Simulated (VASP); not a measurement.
OSZICAR of a VASP run on HfO₂ (fluorite):

**OSZICAR**
```
       N       E                     dE             d eps       ncg     rms          rms(c)
DAV:   1     0.984059945141E+02    0.98406E+02   -0.13094E+04   878   0.144E+03
DAV:   2    -0.329579326842E+02   -0.13136E+03   -0.12976E+03  1150   0.322E+02
DAV:   3    -0.364138968052E+02   -0.34560E+01   -0.34540E+01  1073   0.522E+01
DAV:   4    -0.364335914875E+02   -0.19695E-01   -0.19693E-01  1150   0.427E+00
DAV:   5    -0.364337602602E+02   -0.16877E-03   -0.16877E-03  1038   0.347E-01    0.472E+01
DAV:   6    -0.305511745366E+02    0.58826E+01   -0.31353E+01   968   0.398E+01    0.425E+01
DAV:   7    -0.304468785393E+02    0.10430E+00   -0.82570E-01  1066   0.848E+00    0.290E+01
DAV:   8    -0.304164125432E+02    0.30466E-01   -0.25235E-01  1094   0.525E+00    0.609E+00
DAV:   9    -0.304041419715E+02    0.12271E-01   -0.48399E-02  1073   0.199E+00    0.168E+00
DAV:  10    -0.304040891017E+02    0.52870E-04   -0.47866E-03  1163   0.541E-01    0.270E-01
DAV:  11    -0.304040527780E+02    0.36324E-04   -0.32108E-04  1031   0.148E-01    0.197E-01
DAV:  12    -0.304040598910E+02   -0.71130E-05   -0.38377E-05  1115   0.484E-02    0.400E-02
DAV:  13    -0.304040607553E+02   -0.86427E-06   -0.26779E-06  1163   0.123E-02    0.137E-02
DAV:  14    -0.304040608579E+02   -0.10264E-06   -0.43700E-07   968   0.512E-03    0.267E-03
DAV:  15    -0.304040608731E+02   -0.15135E-07   -0.26373E-08   666   0.141E-03
   1 F= -.30404061E+02 E0= -.30404061E+02  d E =0.000000E+00
```

Which electronic solver shows in the log?

It is blocked Davidson (ALGO = Normal, or the opening steps of other solvers). The INCAR had ALGO = Normal.

Can the final energy be trusted as converged?

The run converged. It stopped with EDIFF = 1E-7, NELM = 100 (PW91 GGA, plane waves, VASP's PBE PAW potentials (set 64)).

The compound is HfO2 in the fluorite structure, the high-temperature cubic form, which is unstable at 0 K; the monoclinic form is the stable one. It was relaxed first.
